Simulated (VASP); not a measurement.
# RPA total energies of GaN

How do cheaper functionals compare with the RPA for GaN, and at what cost? The scan starts from a database cell, scaled to the smallest volume of the series. The cell is of the wurtzite type, one of the forms listed for this formula. Left out of this account: 4 further runs (empty bands, exx and self-consistent run: the chain at volume ratio 0.99 didn't finish; RPA: ended at its time limit). The start is a cell from a database of measured crystal structures.

Main program and level: VASP 6.6.1; LDA; plane waves and PAW (Ga_d_GW, N_GW), in the first sound run; inputs show where later runs differ.

Most raw output is cut from this account.

The database entry behind the starting cell differs from later determinations by our own check (about 0.3 % short, ideal inner coordinate), so it need not match the best structure at ambient conditions.

## (1) Set-up

Symmetry: P6_3mc, No. 186, hexagonal system. The conventional cell has a = 3.093 Å, b = 3.093 Å, c = 5.024 Å, α = 90.00°, β = 90.00°, γ = 120.00°. Nearest to Ga lie 4 N at 1.88 to 1.89 Å. Nearest to N lie 4 Ga at 1.88 to 1.89 Å. Farther neighbours and most contacts between anions are not listed.

Coordinates:

```xyz
4
Lattice="3.0928 0.0000 0.0000 -1.5464 2.6785 0.0000 0.0000 0.0000 5.0244" Properties=species:S:1:pos:R:3 pbc="T T T"
Ga    1.5464    0.8928    2.5122
Ga    0.0000    1.7856    0.0000
N     1.5464    0.8928    4.3963
N     0.0000    1.7856    1.8841
```

## (2) Orbitals, volume ratio 0.92

RPA gives no stress here, so the energy is scanned over volumes, at one cutoff and mesh. Volumes are given as ratios to a reference cell, and this first cell is that cell scaled to 0.92. Each point starts from LDA orbitals, tightly converged.

Contents of INCAR:

```
SYSTEM = GaN
PREC = Accurate
ENCUT = 570
EDIFF = 1E-08
NELM = 100
ISMEAR = 0
SIGMA = 0.05
LREAL = .FALSE.
ALGO = Normal
GGA = CA
NBANDS = 24
LORBIT = 11
LWAVE = .TRUE.
LCHARG = .FALSE.
KPAR = 4
```

Contents of POSCAR:

```
GaN
1.0
    3.0928324674      0.0000000000      0.0000000000
   -1.5464162337      2.6784714864      0.0000000000
    0.0000000000      0.0000000000      5.0243938762
Ga N
2 2
Direct
    0.6666666667      0.3333333333      0.5000000000
    0.3333333333      0.6666666667      0.0000000000
    0.6666666667      0.3333333333      0.8750000000
    0.3333333333      0.6666666667      0.3750000000
```

Contents of KPOINTS:

```
Automatic mesh
0
Gamma
6 6 3
0 0 0
```

Potentials, in the order of the species: Ga_d_GW and N_GW (LDA family, release 64).

Run with:

```bash
mpirun -np 4 vasp_std
```

Wall time 6.8 s (4 MPI ranks of Intel Xeon Platinum 8259CL at 2.50GHz (Skylake/Cascade Lake), shared host); peak memory 0.56 GiB; 24 s of CPU time.

The gap is read on the k-mesh alone, so it is an upper bound where the band edges lie off the mesh.

A gap read on the k-mesh alone can miss the band edges.

Numbers from this step:

```
free energy (TOTEN)            : -27.79 eV
Fermi energy                   : 6.166 eV
pressure                       : 14.50 GPa
gap on the k-mesh              : 2.554 eV
least direct gap on the k-mesh : 2.554 eV
```

## (3) Exact exchange, volume ratio 0.92

This step: Hartree-Fock energy on LDA orbitals; plane waves and PAW (Ga_d_GW, N_GW) (VASP 6.6.1).

The Hartree-Fock energy is evaluated once on these orbitals (ALGO = Eigenval, NELM = 1), without letting them relax. It uses the mesh of the correlation step, and the total energy is their sum.

Contents of INCAR:

```
SYSTEM = GaN
PREC = Accurate
ENCUT = 570
ISMEAR = 0
SIGMA = 0.05
LREAL = .FALSE.
GGA = CA
NBANDS = 24
ALGO = Eigenval
NELM = 1
LHFCALC = .TRUE.
AEXX = 1
ALDAC = 0
AGGAC = 0
PRECFOCK = Normal
LWAVE = .FALSE.
LCHARG = .FALSE.
```

POSCAR is that of step 2.

KPOINTS is that of step 2.

The run starts from files that an earlier step left in the folder.

Run with:

```bash
mpirun -np 4 vasp_std
```

The job ended after 3.7 min (4 MPI ranks; peak memory 0.49 GiB; 15 min of CPU time).

Numbers from this step:

| Property | Result |
| --- | --- |
| free energy (TOTEN) | -45.19 eV |

The Hartree-Fock energy on these orbitals is -11.2986 eV an atom.

## (4) Empty bands, volume ratio 0.92

This step: LDA; plane waves and PAW (Ga_d_GW, N_GW) (VASP 6.6.1).

The next step needs empty bands that the ground-state run didn't converge, so the Hamiltonian is diagonalised exactly for NBANDS bands, in a single step. LOPTICS writes the k-derivatives of the orbitals (WAVEDER), which give the long-wavelength limit of the screening.

Contents of INCAR:

```
SYSTEM = GaN
PREC = Accurate
ENCUT = 570
ISMEAR = 0
SIGMA = 0.05
LREAL = .FALSE.
GGA = CA
NBANDS = 1200
ALGO = Exact
NELM = 1
LWAVE = .TRUE.
LCHARG = .FALSE.
LOPTICS = .TRUE.
NEDOS = 1000
CSHIFT = 0.1
```

POSCAR is that of step 3.

KPOINTS is that of step 3.

Run with:

```bash
mpirun -np 4 vasp_std
```

Wall time 36 s (4 MPI ranks); peak memory 1.3 GiB.

WAVECAR now holds 1200 bands for 36 electrons. Its independent-particle dielectric tensor has xx, yy, zz = 5.8, 5.8, 6.0 on this mesh, which isn't tested for convergence in mesh or bands and lacks local fields.

## (5) RPA correlation, volume ratio 0.92

This step: RPA correlation on LDA orbitals; plane waves and PAW (Ga_d_GW, N_GW) (VASP 6.6.1).

The RPA correlation energy follows from the response function on imaginary frequencies; VASP computes it for a row of response cutoffs and extrapolates.

Contents of INCAR:

```
SYSTEM = GaN
PREC = Accurate
ENCUT = 570
ISMEAR = 0
SIGMA = 0.05
LREAL = .FALSE.
GGA = CA
NBANDS = 1200
ALGO = ACFDT
ENCUTGW = 160
NOMEGA = 12
PRECFOCK = Fast
LWAVE = .FALSE.
LCHARG = .FALSE.
```

POSCAR is that of step 4.

KPOINTS is that of step 4.

Run with:

```bash
mpirun -np 4 vasp_std
```

Elapsed: 30 min, on 4 MPI ranks; peak memory 3.7 GiB; 2 h of CPU time.

This step gave:

- RPA correlation energy: -39.25 eV

Extrapolated by the program to an infinite response cutoff, the correlation energy is -9.8135 eV an atom. With exact exchange the total is -21.1121 eV an atom.

## (6) RPA, one more run

This run repeats the step with a slip in the input.

INCAR: that of step 5 with these lines changed.

```diff
@@ -10,3 +10,3 @@
 ENCUTGW = 160
-NOMEGA = 12
+NOMEGA = 2
 PRECFOCK = Fast
```

POSCAR is that of step 5.

KPOINTS is that of step 5.

Run with:

```bash
mpirun -np 4 vasp_std
```

It took 16 min on 4 MPI ranks.

The run was cut off at its time limit.

The fault in the input: too few frequencies (NOMEGA = 2). 

## (7) Comparison: r2SCAN, volume ratio 0.92

This step: r2SCAN; plane waves and PAW (Ga_d_GW, N_GW) (VASP 6.6.1).

For comparison the same cell is computed with r2SCAN.

Contents of INCAR:

```
SYSTEM = GaN
PREC = Accurate
ENCUT = 570
EDIFF = 1E-06
NELM = 100
ISMEAR = 0
SIGMA = 0.05
LREAL = .FALSE.
ALGO = Normal
METAGGA = R2SCAN
LASPH = .TRUE.
NBANDS = 24
LWAVE = .FALSE.
LCHARG = .FALSE.
KPAR = 4
```

POSCAR is that of step 6.

KPOINTS is that of step 6.

Run with:

```bash
mpirun -np 4 vasp_std
```

The job ended after 19 s (4 MPI ranks; peak memory 0.63 GiB; 74 s of CPU time).

The PAW data sets were made with LDA, a small mismatch for this functional.

Numbers from this step:

| Quantity | Value |
| --- | --- |
| free energy (TOTEN) | -313.7760 eV |
| Fermi energy | 6.228 eV |
| pressure | 22.86 GPa |
| gap on the k-mesh | 2.960 eV |
| least direct gap on the k-mesh | 2.960 eV |

Its energy is -78.4440 eV an atom, on a zero of its own.

## (8) Orbitals for comparison: HSE06, volume ratio 0.92

This step: LDA; plane waves and PAW (Ga_d_GW, N_GW) (VASP 6.6.1).

A hybrid converges faster from good orbitals, so a cheap LDA run writes WAVECAR first.

Contents of INCAR:

```
SYSTEM = GaN
PREC = Accurate
ENCUT = 570
EDIFF = 1E-05
NELM = 100
ISMEAR = 0
SIGMA = 0.05
LREAL = .FALSE.
ALGO = Normal
GGA = CA
NBANDS = 24
LORBIT = 11
LWAVE = .TRUE.
LCHARG = .FALSE.
KPAR = 4
```

POSCAR is that of step 7.

KPOINTS is that of step 7.

Run with:

```bash
mpirun -np 4 vasp_std
```

Elapsed: 4.6 s, on 4 MPI ranks; peak memory 0.55 GiB; 16 s of CPU time.

Numbers from this step:

- free energy (TOTEN): -27.79 eV
- Fermi energy: 6.166 eV
- pressure: 14.33 GPa
- gap on the k-mesh: 2.555 eV
- least direct gap on the k-mesh: 2.555 eV

The run ends at a pressure of 14.33 GPa, with forces up to 0.15 eV/Å.

## (9) Comparison: HSE06, volume ratio 0.92

This step: HSE06; plane waves and PAW (Ga_d_GW, N_GW) (VASP 6.6.1).

For comparison the same cell is computed with HSE06.

Contents of INCAR:

```
SYSTEM = GaN
PREC = Accurate
ENCUT = 570
EDIFF = 1E-06
NELM = 100
ISMEAR = 0
SIGMA = 0.05
LREAL = .FALSE.
ALGO = Normal
LHFCALC = .TRUE.
AEXX = 0.25
GGA = PE
HFSCREEN = 0.2
LASPH = .TRUE.
NBANDS = 24
PRECFOCK = Fast
LWAVE = .FALSE.
LCHARG = .FALSE.
KPAR = 4
```

POSCAR is that of step 8.

KPOINTS is that of step 8.

The WAVECAR or CHGCAR of an earlier step is read.

Run with:

```bash
mpirun -np 4 vasp_std
```

The job ended after 9.9 min (4 MPI ranks; peak memory 1.1 GiB).

This step gave:

```
free energy (TOTEN)            : -29.32 eV
Fermi energy                   : 5.674 eV
gap on the k-mesh              : 3.915 eV
least direct gap on the k-mesh : 3.915 eV
```

Its energy is -7.3296 eV an atom, on a zero of its own.

## (10) Orbitals, volume ratio 0.96

This step: LDA; plane waves and PAW (Ga_d_GW, N_GW) (VASP 6.6.1).

The same chain follows at a volume ratio of 0.96.

Contents of INCAR:

```
SYSTEM = GaN
PREC = Accurate
ENCUT = 570
EDIFF = 1E-08
NELM = 100
ISMEAR = 0
SIGMA = 0.05
LREAL = .FALSE.
ALGO = Normal
GGA = CA
NBANDS = 24
LORBIT = 11
LWAVE = .TRUE.
LCHARG = .FALSE.
KPAR = 4
```

Contents of POSCAR:

```
GaN
1.0
    3.1370217585      0.0000000000      0.0000000000
   -1.5685108793      2.7167405351      0.0000000000
    0.0000000000      0.0000000000      5.0961806304
Ga N
2 2
Direct
    0.6666666667      0.3333333333      0.5000000000
    0.3333333333      0.6666666667      0.0000000000
    0.6666666667      0.3333333333      0.8750000000
    0.3333333333      0.6666666667      0.3750000000
```

KPOINTS is that of step 9.

Run with:

```bash
mpirun -np 4 vasp_std
```

The job ended after 8 s (4 MPI ranks; peak memory 0.56 GiB).

This step gave:

```
free energy (TOTEN)            : -27.90 eV
Fermi energy                   : 5.654 eV
pressure                       : 4.104 GPa
gap on the k-mesh              : 2.266 eV
least direct gap on the k-mesh : 2.266 eV
```

For the gap on the k-mesh, step 2 gave 2.55 eV; this run, with volume ratio 0.96, gives 2.27 eV.

## (11) Exact exchange, volume ratio 0.96

This step: Hartree-Fock energy on LDA orbitals; plane waves and PAW (Ga_d_GW, N_GW) (VASP 6.6.1).

Exact exchange at this point.

Contents of INCAR:

```
SYSTEM = GaN
PREC = Accurate
ENCUT = 570
ISMEAR = 0
SIGMA = 0.05
LREAL = .FALSE.
GGA = CA
NBANDS = 24
ALGO = Eigenval
NELM = 1
LHFCALC = .TRUE.
AEXX = 1
ALDAC = 0
AGGAC = 0
PRECFOCK = Normal
LWAVE = .FALSE.
LCHARG = .FALSE.
```

POSCAR is that of step 10.

KPOINTS is that of step 10.

The WAVECAR or CHGCAR of an earlier step is read.

Run with:

```bash
mpirun -np 4 vasp_std
```

Run time: 3.4 min. Hardware: 4 MPI ranks; peak memory 0.53 GiB.

This step gave:

```yaml
free_energy_toten: -45.38 eV
```

The Hartree-Fock energy on these orbitals is -11.3457 eV an atom.

## (12) Empty bands, volume ratio 0.96

This step: LDA; plane waves and PAW (Ga_d_GW, N_GW) (VASP 6.6.1).

The empty bands are made again, for the run that follows.

Contents of INCAR:

```
SYSTEM = GaN
PREC = Accurate
ENCUT = 570
ISMEAR = 0
SIGMA = 0.05
LREAL = .FALSE.
GGA = CA
NBANDS = 1248
ALGO = Exact
NELM = 1
LWAVE = .TRUE.
LCHARG = .FALSE.
LOPTICS = .TRUE.
NEDOS = 1000
CSHIFT = 0.1
```

POSCAR is that of step 11.

KPOINTS is that of step 11.

Run with:

```bash
mpirun -np 4 vasp_std
```

Run time: 35 s. Hardware: 4 MPI ranks; peak memory 1.4 GiB.

WAVECAR now holds 1248 bands for 36 electrons.

## (13) RPA correlation, volume ratio 0.96

This step: RPA correlation on LDA orbitals; plane waves and PAW (Ga_d_GW, N_GW) (VASP 6.6.1).

RPA correlation at this point.

Contents of INCAR:

```
SYSTEM = GaN
PREC = Accurate
ENCUT = 570
ISMEAR = 0
SIGMA = 0.05
LREAL = .FALSE.
GGA = CA
NBANDS = 1248
ALGO = ACFDT
ENCUTGW = 160
NOMEGA = 12
PRECFOCK = Fast
LWAVE = .FALSE.
LCHARG = .FALSE.
```

POSCAR is that of step 12.

KPOINTS is that of step 12.

Run with:

```bash
mpirun -np 4 vasp_std
```

It took 32 min on 4 MPI ranks; peak memory 4 GiB; 2.1 h of CPU time.

This step gave:

- RPA correlation energy: -39.29 eV

Extrapolated by the program to an infinite response cutoff, the correlation energy is -9.8229 eV an atom, -9 meV against the point before. With exact exchange the total is -21.1686 eV an atom.

## (14) Comparison: r2SCAN, volume ratio 0.96

This step: r2SCAN; plane waves and PAW (Ga_d_GW, N_GW) (VASP 6.6.1).

The comparison at this point.

Contents of INCAR:

```
SYSTEM = GaN
PREC = Accurate
ENCUT = 570
EDIFF = 1E-06
NELM = 100
ISMEAR = 0
SIGMA = 0.05
LREAL = .FALSE.
ALGO = Normal
METAGGA = R2SCAN
LASPH = .TRUE.
NBANDS = 24
LWAVE = .FALSE.
LCHARG = .FALSE.
KPAR = 4
```

POSCAR is that of step 13.

KPOINTS is that of step 13.

Run with:

```bash
mpirun -np 4 vasp_std
```

Run time: 20 s. Hardware: 4 MPI ranks; peak memory 0.65 GiB; 76 s of CPU time.

Numbers from this step:

| Item | Value |
| --- | --- |
| free energy (TOTEN) | -313.9732 eV |
| Fermi energy | 5.815 eV |
| pressure | 11.51 GPa |
| gap on the k-mesh | 2.662 eV |
| least direct gap on the k-mesh | 2.662 eV |

Its energy is -78.4933 eV an atom, on a zero of its own.

## (15) Orbitals for comparison: HSE06, volume ratio 0.96

This step: LDA; plane waves and PAW (Ga_d_GW, N_GW) (VASP 6.6.1).

Starting orbitals, as before.

Contents of INCAR:

```
SYSTEM = GaN
PREC = Accurate
ENCUT = 570
EDIFF = 1E-05
NELM = 100
ISMEAR = 0
SIGMA = 0.05
LREAL = .FALSE.
ALGO = Normal
GGA = CA
NBANDS = 24
LORBIT = 11
LWAVE = .TRUE.
LCHARG = .FALSE.
KPAR = 4
```

POSCAR is that of step 14.

KPOINTS is that of step 14.

Run with:

```bash
mpirun -np 4 vasp_std
```

Run time: 4.6 s. Hardware: 4 MPI ranks; peak memory 0.54 GiB.

Numbers from this step:

```
free energy (TOTEN)            : -27.90 eV
Fermi energy                   : 5.654 eV
pressure                       : 3.887 GPa
gap on the k-mesh              : 2.266 eV
least direct gap on the k-mesh : 2.266 eV
```

Between step 8 and this run (volume ratio 0.96) the value for the gap on the k-mesh moves from 2.55 eV to 2.27 eV.

## (16) Comparison: HSE06, volume ratio 0.96

This step: HSE06; plane waves and PAW (Ga_d_GW, N_GW) (VASP 6.6.1).

Contents of INCAR:

```
SYSTEM = GaN
PREC = Accurate
ENCUT = 570
EDIFF = 1E-06
NELM = 100
ISMEAR = 0
SIGMA = 0.05
LREAL = .FALSE.
ALGO = Normal
LHFCALC = .TRUE.
AEXX = 0.25
GGA = PE
HFSCREEN = 0.2
LASPH = .TRUE.
NBANDS = 24
PRECFOCK = Fast
LWAVE = .FALSE.
LCHARG = .FALSE.
KPAR = 4
```

POSCAR is that of step 15.

KPOINTS is that of step 15.

The WAVECAR or CHGCAR of an earlier step is read.

Run with:

```bash
mpirun -np 4 vasp_std
```

It took 9.3 min on 4 MPI ranks; peak memory 1.1 GiB.

This step gave:

```
free energy (TOTEN)            : -29.50 eV
Fermi energy                   : 5.179 eV
gap on the k-mesh              : 3.585 eV
least direct gap on the k-mesh : 3.585 eV
```

Its energy is -7.3743 eV an atom, on a zero of its own.

## (17) Results

| Quantity | Value |
| --- | --- |
| RPA correlation energy | -39.3 eV |
| RPA correlation energy | -39.3 eV |

What this shows: An RPA minimum was not obtained, because the series ended early or the minimum lies outside it. Exact exchange and correlation are taken on one coarse mesh and aren't self-consistent; the correlation energy is extrapolated in the response cutoff by the program, which at the first volume adds -1570 meV an atom to the value at the highest cutoff and varies with the volume; a small fit error says nothing about that part. NBANDS follows the largest plane-wave count of any k point, which rises in steps with the volume. The cheaper functionals share the mesh, and the fits are third-order Birch-Murnaghan curves. The atoms weren't relaxed and carry forces of up to 0.15 eV/Å at LDA in the first static run, so the numbers belong to the given coordinates, and a relaxation would change them. Not tabulated here, as repeats of values shown or as unfit to read for their mesh, reference level or band range: eps2 curves (empty bands); eps1 curves and static values (empty bands); gaps (empty bands). The run with too few frequencies reached its time limit and gave no result.

[Lines on the potential files, build, host, timing and source positions are cut from VASP's logs without a mark.]

[Logs are printed without paths, hosts, clocks, repeated set-up lines and the standing remarks that a program may print on its own settings, such as how far it seeks lower states.]

[Hosts, paths, dates, database ids (printed as entryN), source tags and the programs' standing remarks are cut or masked in the printed files.]

[Pressures printed for these runs are not shown converged in the cutoff: they can be off by several GPa and have the wrong sign.]
